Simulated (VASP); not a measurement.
# PbSe (Clausthalite): cell size against the level of theory

Aim: relax PbSe (Clausthalite) at several levels and hold each cell against experiment. The levels: LDA, PBE, r2SCAN + rVV10, optB86b-vdW, SCAN and revPBE + D3(BJ). LASPH is on for some levels and off for others; the table marks which. The start is a cell from a database of measured crystal structures.

Program: VASP 6.6.1. Level of theory: LDA; plane waves and PAW (Pb_d, Se), in the first sound run; inputs show where later runs differ. Results are calculated unless marked as measured.

This is a report of a sequence of runs, with most program output left out.

## (1) The structure

Before any relaxation, the start is as follows. It takes space group Fm-3m (No. 225, cubic). Conventional cell: a = 6.121 Å, b = 6.121 Å, c = 6.121 Å, α = 90.00°, β = 90.00°, γ = 90.00°. Nearest to Pb lie 6 Se at 3.06 Å. Nearest to Se lie 6 Pb at 3.06 Å. Farther neighbours and most contacts between anions are not listed.

As a file:

```xyz
2
Lattice="0.0000 3.0606 3.0606 3.0606 0.0000 3.0606 3.0606 3.0606 0.0000" Properties=species:S:1:pos:R:3 pbc="T T T"
Pb    0.0000    0.0000    0.0000
Se    3.0606    3.0606    3.0606
```

## (2) Relaxation with LDA

The start need not lie at this functional's minimum. ISIF = 3 frees volume, shape and positions, and EDIFFG sets the threshold on forces and stress at which the search stops. LDA, the lowest rung, knows the local density alone.

The input, INCAR:

```
SYSTEM = PbSe
PREC = Accurate
ENCUT = 520
EDIFF = 1E-06
NELM = 100
ISMEAR = -1
SIGMA = 0.05
LREAL = .FALSE.
ALGO = Normal
GGA = CA
NBANDS = 16
LORBIT = 11
LWAVE = .FALSE.
LCHARG = .FALSE.
KPAR = 2
IBRION = 2
NSW = 60
ISIF = 3
EDIFFG = -0.01
```

The input, POSCAR:

```
PbSe
1.0
    0.0000000000      3.0606500000      3.0606500000
    3.0606500000      0.0000000000      3.0606500000
    3.0606500000      3.0606500000      0.0000000000
Pb Se
1 1
Direct
    0.0000000000      0.0000000000      0.0000000000
    0.5000000000      0.5000000000      0.5000000000
```

The input, KPOINTS:

```
Automatic mesh
0
Gamma
6 6 6
0 0 0
```

The projector-augmented-wave data sets are Pb_d and Se (PBE family, release 64).

Started as:

```bash
$ mpirun -np 2 vasp_std
```

Run time: 13 s. Hardware: 2 MPI ranks of Intel Xeon Platinum 8488C (Sapphire Rapids), shared host; peak memory 0.31 GiB; 25 s of CPU time.

The gap is read on the k-mesh alone, so it is an upper bound where the band edges lie off the mesh. The gap is under twice the smearing width, so the edge states are partly filled and the run can't tell a small gap from a semimetal. The PAW data sets were made with PBE, though LDA sets exist; this is a small mismatch. The run keeps the 48 symmetry operations of its start, so it cannot find a distortion of lower symmetry.

Relaxation path:

```csv
step,energy less that of the first step (eV),largest force (eV/Å),pressure (GPa),volume (Å³)
1,0.0000,0.0000,-2.04,57.34
2,-0.0125,0.0000,0.81,54.36
3,-0.0144,0.0000,-0.02,55.14
```

| conventional cell, symmetrised | before | after | change |
| --- | --- | --- | --- |
| a (Å) | 6.121 | 6.042 | -1.3 % |
| b (Å) | 6.121 | 6.042 | -1.3 % |
| c (Å) | 6.121 | 6.042 | -1.3 % |
| volume (Å³/atom) | 28.67 | 27.57 | -3.8 % |

Final coordinates:

```
Pb Se
1.0
     0.00000    3.02090    3.02090
     3.02090    0.00000    3.02090
     3.02090    3.02090    0.00000
Pb Se
1 1
Cartesian
  0.0000 0.0000 0.0000
  3.0209 3.0209 3.0209
```

Numbers from this step:

| Property | Result |
| --- | --- |
| electrons | 20 |
| bands | 16 |
| irreducible k-points | 16 |
| symmetry operations | 48 |
| free energy (TOTEN) | -9.511 eV |
| energy at zero smearing | -9.510 eV |
| Fermi energy | 5.301 eV |
| pressure | -0.01916 GPa |
| metallic | no |
| valence top at k | 0.5, 0, 0 |
| conduction bottom at k | 0.5, 0, 0 |
| least direct gap at k | 0.5, 0, 0 |
| SCF cycles over all ionic steps | 26 |
| gap on the k-mesh | 0.03060 eV |
| least direct gap on the k-mesh | 0.03060 eV |

It ends with forces that vanish by symmetry and a pressure of -0.02 GPa. The volume lies -3.8 % from that of the database's start, which holds the thermal and zero-point expansion of its experiment. LDA is known to overbind. The conventional cell has a = 6.042 Å.

## (3) Relaxation with PBE

This step: PBE; plane waves and PAW (Pb_d, Se) (VASP 6.6.1).

PBE, the usual starting point, adds the gradient of the density.

Changes to INCAR since step 2:

```diff
@@ -9,3 +9,3 @@
 ALGO = Normal
-GGA = CA
+GGA = PE
 NBANDS = 16
```

POSCAR is that of step 2.

KPOINTS is that of step 2.

Started as:

```bash
$ mpirun -np 2 vasp_std
```

Wall time 16 s (2 MPI ranks); peak memory 0.36 GiB.

Relaxation path:

| step | energy less that of the first step (eV) | largest force (eV/Å) | pressure (GPa) | volume (Å³) |
| --- | --- | --- | --- | --- |
| 1 | 0.0000 | 0.0000 | 2.35 | 57.34 |
| 2 | -0.0171 | 0.0000 | -0.65 | 60.90 |
| 3 | -0.0189 | 0.0000 | 0.02 | 60.02 |

```csv
"conventional cell, symmetrised",before,after,change
a (Å),6.121,6.215,+1.5 %
b (Å),6.121,6.215,+1.5 %
c (Å),6.121,6.215,+1.5 %
volume (Å³/atom),28.67,30.01,+4.7 %
```

The relaxed structure:

```cif
data_structure
_symmetry_space_group_name_H-M 'P 1'
_symmetry_Int_Tables_number 1
_cell_length_a 4.3948
_cell_length_b 4.3948
_cell_length_c 4.3948
_cell_angle_alpha 60.000
_cell_angle_beta 60.000
_cell_angle_gamma 60.000
_cell_volume 60.02
loop_
_atom_site_label
_atom_site_type_symbol
_atom_site_fract_x
_atom_site_fract_y
_atom_site_fract_z
_atom_site_occupancy
Pb1 Pb 0.00000 0.00000 0.00000 1
Se2 Se 0.50000 0.50000 0.50000 1
```

Numbers from this step:

- free energy (TOTEN): -8.200 eV
- energy at zero smearing: -8.200 eV
- Fermi energy: 4.699 eV
- pressure: 0.01970 GPa
- SCF cycles over all ionic steps: 28
- gap on the k-mesh: 0.4356 eV
- least direct gap on the k-mesh: 0.4356 eV

It ends at 30.01 Å³/atom, +4.7 % from the start, with 0.02 GPa left. The conventional cell has a = 6.215 Å.

## (4) Relaxation with r2SCAN + rVV10

This step: r2SCAN with rVV10; plane waves and PAW (Pb_d, Se) (VASP 6.6.1).

r2SCAN adds the kinetic-energy density, costs more than a GGA and is run with LASPH. LUSE_VDW switches on a nonlocal correlation term for dispersion.

Changes to INCAR since step 3:

```diff
@@ -9,3 +9,8 @@
 ALGO = Normal
-GGA = PE
+METAGGA = R2SCAN
+LUSE_VDW = .TRUE.
+IVDW_NL = 2
+BPARAM = 11.95
+CPARAM = 0.0093
+LASPH = .TRUE.
 NBANDS = 16
```

POSCAR is that of step 3.

KPOINTS is that of step 3.

Started as:

```bash
$ mpirun -np 2 vasp_std
```

The job ended after 3.1 min (2 MPI ranks; peak memory 0.64 GiB).

The PAW data sets were made with PBE, which is usual practice but a small mismatch for other functionals.

Relaxation path:

```csv
step,energy less that of the first step (eV),largest force (eV/Å),pressure (GPa),volume (Å³)
1,0.0000,0.0000,0.66,57.34
2,-0.0012,0.0000,-0.28,58.33
3,-0.0014,0.0000,-0.01,58.04
```

| conventional cell, symmetrised | before | after | change |
| --- | --- | --- | --- |
| a (Å) | 6.121 | 6.146 | +0.4 % |
| b (Å) | 6.121 | 6.146 | +0.4 % |
| c (Å) | 6.121 | 6.146 | +0.4 % |
| volume (Å³/atom) | 28.67 | 29.02 | +1.2 % |

The relaxed structure:

```xyz
2
Lattice="0.0000 3.0730 3.0730 3.0730 0.0000 3.0730 3.0730 3.0730 0.0000" Properties=species:S:1:pos:R:3 pbc="T T T"
Pb    0.0000    0.0000    0.0000
Se    3.0730    3.0730    3.0730
```

It ends at 29.02 Å³/atom, +1.2 % from the start, with -0.01 GPa left. The conventional cell has a = 6.146 Å.

## (5) Relaxation with optB86b-vdW

This step: optB86b-vdW; plane waves and PAW (Pb_d, Se) (VASP 6.6.1).

optB86b-vdW pairs nonlocal correlation with a less repulsive exchange of B86b form.

Changes to INCAR since step 4:

```diff
@@ -9,7 +9,7 @@
 ALGO = Normal
-METAGGA = R2SCAN
+GGA = MK
+AGGAC = 0
 LUSE_VDW = .TRUE.
-IVDW_NL = 2
-BPARAM = 11.95
-CPARAM = 0.0093
+PARAM1 = 0.1234
+PARAM2 = 1
 LASPH = .TRUE.
```

POSCAR is that of step 4.

KPOINTS is that of step 4.

Started as:

```bash
$ mpirun -np 2 vasp_std
```

It took 2.2 min on 2 MPI ranks; peak memory 0.76 GiB; 4.3 min of CPU time.

Relaxation path:

| step | energy less that of the first step (eV) | largest force (eV/Å) | pressure (GPa) | volume (Å³) |
| --- | --- | --- | --- | --- |
| 1 | 0.0000 | 0.0000 | 0.92 | 57.34 |
| 2 | -0.0025 | 0.0000 | -0.34 | 58.72 |
| 3 | -0.0029 | 0.0000 | 0.00 | 58.35 |

| conventional cell, symmetrised | before | after | change |
| --- | --- | --- | --- |
| a (Å) | 6.121 | 6.157 | +0.6 % |
| b (Å) | 6.121 | 6.157 | +0.6 % |
| c (Å) | 6.121 | 6.157 | +0.6 % |
| volume (Å³/atom) | 28.67 | 29.18 | +1.8 % |

The relaxed structure:

```
Pb Se
1.0
     0.00000    3.07853    3.07853
     3.07853    0.00000    3.07853
     3.07853    3.07853    0.00000
Pb Se
1 1
Direct
  0.00000 0.00000 0.00000
  0.50000 0.50000 0.50000
```

It ends at 29.18 Å³/atom, +1.8 % from the start, with 0.00 GPa left. The conventional cell has a = 6.157 Å.

## (6) Relaxation with SCAN

This step: SCAN; plane waves and PAW (Pb_d, Se) (VASP 6.6.1).

SCAN adds the kinetic-energy density; it is numerically more delicate than r2SCAN.

Changes to INCAR since step 5:

```diff
@@ -9,7 +9,3 @@
 ALGO = Normal
-GGA = MK
-AGGAC = 0
-LUSE_VDW = .TRUE.
-PARAM1 = 0.1234
-PARAM2 = 1
+METAGGA = SCAN
 LASPH = .TRUE.
```

POSCAR is that of step 5.

KPOINTS is that of step 5.

Started as:

```bash
$ mpirun -np 2 vasp_std
```

The job ended after 75 s (2 MPI ranks; peak memory 0.38 GiB).

It ends at 29.11 Å³/atom, +1.5 % from the start, with 0.04 GPa left. The conventional cell has a = 6.153 Å.

## (7) Relaxation with revPBE + D3(BJ)

This step: revPBE with D3(BJ); plane waves and PAW (Pb_d, Se) (VASP 6.6.1).

revPBE by itself binds more weakly than PBE and expands cells; dispersion terms fitted to it are the larger for that. A dispersion term adds the long-range attraction that semilocal functionals lack. D3 with Becke-Johnson damping keeps a finite attraction at short range.

Changes to INCAR since step 6:

```diff
@@ -9,4 +9,4 @@
 ALGO = Normal
-METAGGA = SCAN
-LASPH = .TRUE.
+GGA = RE
+IVDW = 12
 NBANDS = 16
```

POSCAR is that of step 6.

KPOINTS is that of step 6.

Started as:

```bash
$ mpirun -np 2 vasp_std
```

Elapsed: 15 s, on 2 MPI ranks; peak memory 0.37 GiB; 28 s of CPU time.

It ends at 28.50 Å³/atom, -0.6 % from the start, with 0.00 GPa left. The conventional cell has a = 6.109 Å.

## (8) The cells as a table

This step: relaxed cells at several levels; plane waves and PAW (VASP 6.6.1).

No new run; the numbers come from the runs before.

Lengths are those of the conventional cell; cost is the wall time of each run, as given at its step, times its ranks, without the set-up around it; LASPH differs between rows, which moves results and costs too. Results by level, by row:

```
          level  volume (Å³/atom)  change from the start (%)  a (Å)  cost (core minutes)  LASPH
            LDA             27.57                       -3.8  6.042                0.447    off
            PBE             30.01                        4.7  6.215                0.527    off
 r2SCAN + rVV10             29.02                        1.2  6.146                 6.14     on
    optB86b-vdW             29.18                        1.8  6.157                 4.33     on
           SCAN             29.11                        1.5  6.153                  2.5     on
revPBE + D3(BJ)              28.5                       -0.6  6.109                  0.5    off
```

## (9) What came out

| Property | Result |
| --- | --- |
| volume, LDA | 27.57 Å³/atom |
| volume, PBE | 30.01 Å³/atom |
| volume, r2SCAN + rVV10 | 29.02 Å³/atom |
| volume, optB86b-vdW | 29.18 Å³/atom |
| volume, SCAN | 29.11 Å³/atom |
| volume, revPBE + D3(BJ) | 28.50 Å³/atom |

What this shows: For PbSe (Clausthalite) the levels give volumes between 27.57 Å³/atom (LDA) and 30.01 Å³/atom (PBE), a spread of 8.9 %, while the cost of the finished runs spans a factor of 14. Against the volume of the start, a cell from experiment, revPBE + D3(BJ) comes nearest (-0.6 %) and PBE lies farthest (+4.7 %); thermal expansion is in that cell alone. Within 2 % of it: r2SCAN + rVV10, optB86b-vdW, SCAN and revPBE + D3(BJ). The costs hold the number of ionic steps as well as the price of the functional. Within 0.02 Å all end in space group Fm-3m; the runs can't lower the symmetry of the start. Spin-orbit coupling is left out. LASPH is on for some levels and off for others, so differences between them are not the functional's alone. Each is a single relaxation on the plane waves of the start cell, so larger changes of volume carry a basis-set error that was not tested here. Zero-point and thermal expansion are not included.

[Lines on the potential files, build, host, timing and source positions are cut from VASP's logs without a mark.]

[Logs are printed without paths, hosts, clocks, repeated set-up lines and the standing remarks that a program may print on its own settings, such as how far it seeks lower states.]

[Hosts, paths, dates, database ids (printed as entryN), source tags and the programs' standing remarks are cut or masked in the printed files.]

[A measured line is paired with the nearest computed mode of its activity, which favours agreement.]
